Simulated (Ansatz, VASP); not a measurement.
# AlBPN in two plane-wave programs, part 3 of 3

One calculation is typed for both programs; each brings its own data sets. How far apart do they land? The cell is generated by rule, not measured, and may not be a known phase. The cell is taken from a series of runs on this material, whose earlier steps may have relaxed, scaled, displaced or heated it; both programs get it as it stands.

VASP 6.6.1 and Ansatz 0.2.0.

So far: Starting point; VASP: zone-centre phonons, LDA.

The structure was built from a prototype and need not be the compound's stable phase.

**3. Ansatz: zone-centre phonons, LDA**

Level of this step: Ansatz beside VASP: Kohn-Sham DFT, plane waves, LDA (Ansatz).

Ansatz runs on its default PAW (the set named soft_2) files.

The same cell, functional (in two slightly different forms), mesh and smearing now go to Ansatz, which takes its cutoff from its data sets.

The input, input.yaml:

```yaml
crystal:
  lattice:
    - [3.3221477091, 0.0, -0.0132806099]
    - [0.0, 3.1727604897, 0.0]
    - [-1.5985419483, 0.0, 9.2854861499]
  atoms:
    - { symbol: Al, position: [0.9545449938, 0.0, 0.4694377055] }
    - { symbol: Al, position: [0.3455722857, 0.5, 0.2480138866] }
    - { symbol: B, position: [0.2170436632, 0.0, 0.9986999357] }
    - { symbol: B, position: [0.5967376408, 0.5, 0.7585275599] }
    - { symbol: "N", position: [0.9004437421, 0.5, 0.359755917] }
    - { symbol: "N", position: [0.2946645258, 0.0, 0.1462011728] }
    - { symbol: P, position: [0.1559699411, 0.5, 0.8792076604] }
    - { symbol: P, position: [0.538617274, 0.0, 0.6401561623] }
kpoints:
  mp_grid: { grid: [10, 10, 4] }
hamiltonian:
  xc: lda
scf:
  occupations: { method: methfessel_paxton, width: 0.15 }
output:
  eigenvalues: true
phonons:
  method: dfpt
```

Run with:

```
> ansatz run input.yaml --threads 8 --pin off --max-ram 14336MiB --backend cpu --events-out ev --progress --plain --runs-dir out
```

Numbers of over 12 decimals in the logs are rounded to 6 here.

Output:

```text
zone centre: on kpoints.mp_grid the ground state, and the responses unless they are solved on pairs of k-points, stand on 132 of the mesh's 400 k-points, reduced under 2 symmetry operations, with k and −k counted as one. Each operation leaves every solved displacement unchanged or reverses it
Engine: ansatz 0.2.0, aarch64-unknown-linux-gnu
Pseudopotentials: kind: paw
Pseudopotential: Al, paw, valence charge 3, recommended cutoff 420 eV (normal), Al.paw.azcp
Pseudopotential: B, paw, valence charge 3, recommended cutoff 420 eV (normal), B.paw.azcp
Pseudopotential: N, paw, valence charge 5, recommended cutoff 420 eV (normal), N.paw.azcp
Pseudopotential: P, paw, valence charge 5, recommended cutoff 420 eV (normal), P.paw.azcp
Functional definition: SPW92
  exchange = slater_x
  correlation = pw_c
Crystal: 8 atoms, lattice volume = 97.805 Å³
Basis set: ecut = 420 eV, 1937 PW (Γ), exchange–correlation on 48×48×128 points (8 copies of the dense FFT grid, shifted against one another)
Bands: 24, of which v1, the nominal top of the filled ones, is band 16 counted from 1 (15 counted from 0)
Symmetry: 2 space group operations
k-points: 132 of 400 (time reversal used)
Non-local potential: Al, projectors of the file, l = 0: 2, l = 1: 2, l = 2: 1
Non-local potential: B, projectors of the file, l = 0: 2, l = 1: 2, l = 2: 1
Non-local potential: N, projectors of the file, l = 0: 2, l = 1: 2, l = 2: 1
Non-local potential: P, projectors of the file, l = 0: 2, l = 1: 2, l = 2: 2
PAW form: soft (Blöchl's): semilocal exchange-correlation on the pseudo side does not see the compensation charge
PAW frozen core: Al, regenerated for the run's functional, and the local potential with it (the file was generated under x = pbe(κ = 0.804, μ = 0.219515), c = pbe(β = 0.066725))
PAW frozen core: B, regenerated for the run's functional, and the local potential with it (the file was generated under x = pbe(κ = 0.804, μ = 0.219515), c = pbe(β = 0.066725))
PAW frozen core: N, regenerated for the run's functional, and the local potential with it (the file was generated under x = pbe(κ = 0.804, μ = 0.219515), c = pbe(β = 0.066725))
PAW frozen core: P, regenerated for the run's functional, and the local potential with it (the file was generated under x = pbe(κ = 0.804, μ = 0.219515), c = pbe(β = 0.066725))
PAW one-centre angular grid: Al, 110 points (default); XC on 64 Gauss nodes
PAW one-centre angular grid: B, 110 points (default); XC on 64 Gauss nodes
PAW one-centre angular grid: N, 110 points (default); XC on 64 Gauss nodes
PAW one-centre angular grid: P, 110 points (default); XC on 64 Gauss nodes
Initial density: superposition of atomic densities (neutral atoms: chi_scale 0, normalization atom), corrected by the library's trained network
Initial wavefunctions: pseudopotential atomic-orbital guess
Functional: x = slater, c = lda
SCF iter   1: F=—  HF=-3530.750394 eV  |F-HF|=—  |Δ(HF+E_count)|=         —  Δρ=9.02e-3  dr2=1.46e-1  ethr=1.77e-3  ⟨swp⟩=7.6  Hψ=19904  notcnv=0
preconditioner: auto → Resta (q_TF=auto, 2.265 Å⁻¹)  ε∞=4.7  [insulator: Δε(μ)=0.222 eV  Ē_g=11.042 eV  σ=0.150 eV  W_gap=0.94  n_scr=20 (ndim 8)  ℏωp=21.2 eV  f_vac=0.001  D(μ)=0.15/eV (n_scr^D=0)  ε∞_Penn≈4.7]
SCF iter   2: F=—  HF=-3530.718878 eV  |F-HF|=—  |Δ(HF+E_count)|=   3.15e-2  S|Δr|=    0.00e0  Δρ=3.62e-3  dr2=1.01e-2  ethr=4.56e-4  ⟨swp⟩=2.1  Hψ=6110  notcnv=0  defer=12
SCF iter   3: F=—  HF=-3530.716215 eV  |F-HF|=—  |Δ(HF+E_count)|=   2.66e-3  S|Δr|=    0.00e0  Δρ=1.53e-3  dr2=2.65e-3  ethr=3.14e-5  ⟨swp⟩=2.3  Hψ=4872  notcnv=0  defer=12
SCF iter   4: F=—  HF=-3530.715484 eV  |F-HF|=—  |Δ(HF+E_count)|=   7.31e-4  S|Δr|=    0.00e0  Δρ=3.93e-4  dr2=1.81e-4  ethr=8.28e-6  ⟨swp⟩=2.8  Hψ=4822  notcnv=0  defer=12
SCF iter   5: F=—  HF=-3530.715453 eV  |F-HF|=—  |Δ(HF+E_count)|=   3.02e-5  S|Δr|=    0.00e0  Δρ=1.58e-4  dr2=2.52e-5  ethr=5.66e-7  ⟨swp⟩=2.4  Hψ=4538  notcnv=0  defer=12
SCF iter   6: F=—  HF=-3530.715450 eV  |F-HF|=—  |Δ(HF+E_count)|=   2.99e-6  S|Δr|=    0.00e0  Δρ=6.34e-5  dr2=4.56e-6  ethr=7.89e-8  ⟨swp⟩=2.0  Hψ=4879  notcnv=0  defer=12
SCF iter   7: F=—  HF=-3530.715450 eV  |F-HF|=—  |Δ(HF+E_count)|=   6.21e-7  S|Δr|=    0.00e0  Δρ=1.32e-5  dr2=2.29e-7  ethr=1.43e-8  ⟨swp⟩=2.5  Hψ=4686  notcnv=0  defer=12
SCF iter   8: F=—  HF=-3530.715450 eV  |F-HF|=—  |Δ(HF+E_count)|=   7.10e-9  S|Δr|=    0.00e0  Δρ=3.92e-6  dr2=1.94e-8  ethr=7.16e-10  ⟨swp⟩=2.5  Hψ=4746  notcnv=0  defer=12
SCF iter   9: F=—  HF=-3530.715450 eV  |F-HF|=—  |Δ(HF+E_count)|=   4.56e-9  S|Δr|=    0.00e0  Δρ=7.26e-7  dr2=7.88e-10  ethr=6.06e-11  ⟨swp⟩=2.5  Hψ=4983  notcnv=0  defer=13
SCF iter  10: F=—  HF=-3530.715450 eV  |F-HF|=—  |Δ(HF+E_count)|=  1.36e-10  S|Δr|=    0.00e0  Δρ=1.48e-7  dr2=2.96e-11  ethr=2.46e-12  ⟨swp⟩=2.7  Hψ=5037  notcnv=0  defer=14
SCF iter  11: F=-3530.715450 eV  HF=-3530.715450 eV  |F-HF|=3.64e-12  |Δ(HF+E_count)|=  6.82e-12  S|Δr|=    0.00e0  Δρ=6.10e-8  dr2=4.32e-12  ethr=1.00e-12  ⟨swp⟩=13.5  Hψ=19577  notcnv=0
SCF 1 converged in 11 iterations: F = -3530.715450 eV  dr2 = 4.32e-12
  greatest PAW one-centre occupation: 0.793 electrons in one spin orbital (limit 2), on the N atom at site 5 (counted from 0), in its partial waves of l = 0
DFPT response loops at Γ: preconditioner auto → Kerker (q_TF=auto, 2.265 Å⁻¹) (partly filled bands, converged f_vac=0.000); β = 1.00, the filter's whole step (`scf.mixing.beta` (0.50) is not read by the response loops under this deck's `scf.mixing.preconditioner`; to damp them name `kerker` or `kerker_dos`, under which they read `scf.mixing.beta`, and type it under 1.00, their step now; both keys bind the ground state too); Broyden in place of MSR1
SCF converged after 11 iterations
Stability not checked: this state was not tested for a lower state beside it, because cold or Methfessel-Paxton smearing, or corrected tetrahedra, fill the levels in a way that the test cannot read (fill_not_monotonic; see scf.lower_state_search)
Free energy (F): -3530.715450 eV
Harris-Foulkes:  -3530.715450 eV  (|F-HF|=3.64e-12)
Internal energy: -3530.716446 eV  (E = F + TS)
E sigma→0 (E₀):  -3530.715699 eV
Entropy (-TS):   0.000996 eV (0.125 meV/atom)
Fermi energy:    8.277102 eV
Step filling:    the computed levels leave a gap of 0.1637 eV = 1.1 smearing widths at the electron count; against every level under it full and every level over it empty, smearing changes F+E_penalty+E_count by +0.660 meV and its σ→0 estimate by +0.411 meV
--- Per-component energies (eV) ---
  E_band       = 30.477082
  E_kinetic    = 558.370174
  E_local      = -723.184251  (includes V_loc(G=0)·N_el)
  E_nonlocal   = 211.788621
  E_hartree    = 234.543949
  E_xc         = -387.627153
  E_vxc        = -413.121322  (∫ρ·V_xc dr)
  E_paw        = -2349.649199  (= ΣΔE_a)
  E_vpaw       = -72.464193  (= ΣTr[D̂ρ^β])
  E_aug_tail   = 0.000180  (compensation charges beyond the density's cutoff)
  E_ewald      = -1075.556660
  E_core_change = 0.597893  (= ΣΔE_core)
  E_smearing   = 0.000996  (= −TS)
  E_closure    = 0.000000  (closes the sum)
  Σ components = -3530.715450   (vs F -3530.715450, Δ=0.00e0)
--- Band table (eV; the first three rows and the last of 132) ---
  k-point 0: bands = [... 12 lower, 5.5354, 6.0836, 7.1598, 7.8257, 8.6370, 9.3659, 9.9810, 11.3551, ... 4 higher]
  k-point 1: bands = [... 12 lower, 5.4475, 5.8177, 7.1158, 7.9134, 8.6896, 9.3830, 10.0025, 11.2600, ... 4 higher]
  k-point 2: bands = [... 12 lower, 5.3561, 5.4652, 7.0706, 8.0006, 8.7262, 9.4177, 10.0226, 11.1644, ... 4 higher]
  k-point 131: bands = [... 12 lower, 3.5815, 3.6784, 4.2177, 4.4927, 8.3922, 9.6336, 10.0760, 10.4113, ... 4 higher]
--- Phonons (Γ-DFPT): 24 representative perturbations + reference, on 132 of 400 k-points (Σ response iterations 75) ---
  k mesh reduced under 2 symmetry operations, with k and −k counted as one. Each operation leaves every solved displacement unchanged or reverses it
  ASR residual: 7.755e-5 → 0.000e0 eV/Å²; symmetrization residual: 1.366e-6 eV/Å²
  ASR residual per site (eV/Å²): 8.68e-6 5.88e-6 1.01e-5 3.99e-5 5.96e-5 7.76e-5 1.23e-5 3.90e-5
  Γ frequencies (cm⁻¹): 0.00 0.00 0.00 124.73 182.09 186.19 234.62 282.30 316.32 332.63 356.77 435.90 472.59 530.93 539.54 640.29 647.68 665.71 684.77 739.42 750.63 766.05 831.62 1429.40
  non-analytic LO–TO correction: not included (Born effective charges unavailable; polar crystals: no LO–TO splitting at Γ)
```

Reading the cycles: dr2 is the Hartree energy of the density residual (eV), the measure of convergence; HF is the Harris–Foulkes estimate of the energy, which meets the free energy F at convergence.

**4. Side by side**

Known differences besides the potentials themselves: the cutoff is 420 eV in Ansatz and 600 eV in VASP; VASP's log shows a relativistic correction to its local exchange, Ansatz's none. Total energies have different zeros and are not compared.

Both answers:

```
              quantity  Ansatz    VASP  difference
 optical mode 1 (cm⁻¹)   124.7   125.1     -0.33 %
 optical mode 2 (cm⁻¹)   182.1   182.3     -0.14 %
 optical mode 3 (cm⁻¹)   186.2   186.6     -0.20 %
 optical mode 4 (cm⁻¹)   234.6   235.1     -0.20 %
 optical mode 5 (cm⁻¹)   282.3   282.9     -0.21 %
 optical mode 6 (cm⁻¹)   316.3   316.6     -0.09 %
 optical mode 7 (cm⁻¹)   332.6   333.1     -0.14 %
 optical mode 8 (cm⁻¹)   356.8   357.6     -0.24 %
 optical mode 9 (cm⁻¹)   435.9   437.3     -0.32 %
optical mode 10 (cm⁻¹)   472.6   473.1     -0.12 %
optical mode 11 (cm⁻¹)   530.9   531.2     -0.06 %
optical mode 12 (cm⁻¹)   539.5   543.9     -0.80 %
optical mode 13 (cm⁻¹)   640.3   639.0     +0.20 %
optical mode 14 (cm⁻¹)   647.7   650.6     -0.44 %
optical mode 15 (cm⁻¹)   665.7   667.2     -0.22 %
optical mode 16 (cm⁻¹)   684.8   692.0     -1.04 %
optical mode 17 (cm⁻¹)   739.4   739.5     -0.01 %
optical mode 18 (cm⁻¹)   750.6   749.4     +0.17 %
optical mode 19 (cm⁻¹)   766.0   769.3     -0.42 %
optical mode 20 (cm⁻¹)   831.6   829.9     +0.20 %
optical mode 21 (cm⁻¹)  1429.4  1426.2     +0.22 %
```

Modes are paired by rising frequency, not by their patterns, so a pair may set unlike modes beside each other; they are those without the splitting of longitudinal modes.

**5. Outcome**

| Quantity | Value |
| --- | --- |
| r.m.s. difference of the optical zone-centre modes, each program's sorted by frequency (zone-centre phonons, LDA) | 2.3 cm⁻¹ |
| difference in optical mode 16 (zone-centre phonons, LDA) | -1.0 % |

What this shows: The r.m.s. difference of the optical zone-centre modes, each program's sorted by frequency is 2.3 cm⁻¹ (zone-centre phonons, LDA). Among the rows given in per cent, the largest difference of the zone-centre phonons, LDA pair is in optical mode 16, -1.0 %. Such differences can come from data sets, numerical settings and the points named under the comparisons, not from the functional's error against experiment.

[Lines on the potential files, build, host, timing and source positions are cut from VASP's logs without a mark.]

[Logs are printed without paths, hosts, clocks, repeated set-up lines and the standing remarks that a program may print on its own settings, such as how far it seeks lower states.]

[Hosts, paths, dates, database ids (printed as entryN), source tags and the programs' standing remarks are cut or masked in the printed files.]
